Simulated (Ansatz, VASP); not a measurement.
# B5O in VASP and in Ansatz

The input INCAR:

```
PREC     = Accurate       # precision mode
ENCUT    = 600            # plane-wave cutoff, eV
EDIFF    = 1E-6           # SCF threshold, eV
ISMEAR   = 0              # smearing method
SIGMA    = 0.1            # smearing width, eV
LREAL    = False          # projectors in reciprocal space
LASPH    = True           # aspherical terms in the spheres
NELM     = 100            # most SCF steps
ALGO     = Normal         # electronic algorithm
ISIF     = 3              # what is computed and relaxed
LWAVE    = False          # write WAVECAR
LCHARG   = False          # write CHGCAR
GGA      = PE             # functional
IBRION   = 2              # ionic algorithm
NSW      = 100            # ionic steps
EDIFFG   = -0.01          # ionic threshold
```

KPOINTS

```
Automatic mesh
0
Gamma
  12 12 6
```

POSCAR

```
B5O
1.0
    2.9089410248      0.0000000000      0.0000000000
   -1.4544705124      2.5192168255      0.0000000000
    0.0000000000      0.0000000000      5.8406297822
B O
5 1
Direct
    0.3333333333      0.6666666667      0.7172284976
    0.3333333333      0.6666666667      0.2827715024
    0.6666666667      0.3333333333      0.2827715024
    0.6666666667      0.3333333333      0.7172284976
    0.0000000000      0.0000000000      0.5000000000
    0.0000000000      0.0000000000      0.0000000000
```

Input for Ansatz:

```yaml
crystal:
  lattice:
    - [2.9089410248, 0.0, 0.0]
    - [-1.4544705124, 2.5192168255, 0.0]
    - [0.0, 0.0, 5.8406297822]
  atoms:
    - { symbol: B, position: [0.3333333333, 0.6666666667, 0.7172284976] }
    - { symbol: B, position: [0.3333333333, 0.6666666667, 0.2827715024] }
    - { symbol: B, position: [0.6666666667, 0.3333333333, 0.2827715024] }
    - { symbol: B, position: [0.6666666667, 0.3333333333, 0.7172284976] }
    - { symbol: B, position: [0.0, 0.0, 0.5] }
    - { symbol: O, position: [0.0, 0.0, 0.0] }
basis:
  ecutwfc: 420
kpoints:
  mp_grid: { grid: [12, 12, 6] }
hamiltonian:
  xc: pbe
scf:
  occupations: { method: gaussian, width: 0.1 }
output:
  forces: true
  stress: true
  eigenvalues: true
  write_density: true
  write_potential: true
  elf: true
  volumetric_format: npy
relax:
  adjacent_minimum: "off"
  f_tol: 0.01
  max_steps: 80
  cell: { stress_tol: 0.05 }
```

Alike in both runs: task relaxation of cell and atoms; functional PBE; k mesh 12 × 12 × 6; occupations gaussian, width 0.1 eV; no spin polarisation.

|  | VASP | Ansatz |
| --- | --- | --- |
| version | VASP 6.6.1 | Ansatz 0.2.0 |
| potentials or method | VASP PAW PBE potentials, release 64 (B, O) | scalar-relativistic, plane waves, PAW |
| plane-wave cutoff (eV) | 600 | 420 |
| valence electrons in the cell | 21 | 21 |

```csv
,VASP,Ansatz,Ansatz less VASP
"gap on the k mesh at the Fermi level, each at its own relaxed structure (eV)",none,none,-
relaxed volume (Å³/atom),7.14,7.14,0.000
relaxed cell length with the largest relative difference (Å),5.840,5.842,+0.0019
```

A gap of «none» marks a metal or a gap that the smearing closes.

Caveats: an odd number of electrons without spin polarisation forces a metal; a magnetic or distorted state may lie lower.
